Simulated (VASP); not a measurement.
Given:

```xyz
1
Lattice="2.9259 0.0000 0.0000 0.0000 2.9259 0.0000 0.0000 0.0000 2.9259" Properties=species:S:1:pos:R:3 pbc="T T T"
Cd     0.0000     0.0000     0.0000
```

The numbers are results of r2SCAN meta-GGA, VASP's PBE PAW potentials (set 64) (plane waves; VASP 6.6.1), not measurements. Settings: 400 eV cut-off, 14×14×14 Γ-centred mesh, tetrahedra with Blöchl corrections, potentials Cd.

**Question.** Give the energies of bands 6 to 8 at the high-symmetry points, in eV from the Fermi level.

**Answer.** 
```csv
band,Γ,X,M,R
6,-8.19,-2.83,1.14,4.79
7,10.55,-2.40,1.14,4.79
8,10.55,14.77,2.16,4.79
```

It has no gap at this level: it comes out as a metal or semimetal.

The structure was generated: Cd was put into the simple-cubic type (Pm-3m), which need not be its known phase. It was relaxed first.
